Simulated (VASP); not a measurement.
Method: PBE GGA, VASP's PBE PAW potentials (set 64) (plane waves; VASP 6.6.1).

VASP ran on this input.

File POSCAR:
```
Cr
1.0
  2.7244149881   0.0000000000   0.0000000000
  0.0000000000   2.7244149881   0.0000000000
  0.0000000000   0.0000000000   2.7244149881
Cr
2
Cart
  0.0000000000   0.0000000000   0.0000000000
  1.3622074940   1.3622074940   1.3622074940
```

INCAR:
```
SYSTEM=Cr
PREC=Accurate; ENCUT=500; LREAL=F
LASPH=T
EDIFF=1E-6; NELM=100; ALGO=Normal
LMAXMIX=4
ISMEAR=1; SIGMA=0.1
GGA=PE
MAGMOM=1.0 -1.0
ISPIN=2
IBRION=2; NSW=40; ISIF=3
EDIFFG=-0.02; PSTRESS=450
LWAVE=F; LCHARG=F; LORBIT=10
```

File KPOINTS:
```
Automatic mesh
0
G
 13 13 13
0 0 0
```

POTCAR, in this order: Cr_pv (PBE.64 set). Program: vasp_std.

### Question
What will the output report for the number of irreducible k-points (NKPTS), largest plane-wave count, number of space-group operations, FFT grid (NGX, NGY, NGZ)?

### Answer

- number of irreducible k-points (NKPTS) = 84
- largest plane-wave count = 524
- number of space-group operations = 48
- FFT grid (NGX, NGY, NGZ) = 20 × 20 × 20

The compound is Cr in the bcc, AFM order structure. It was relaxed first under an external pressure of 45 GPa.
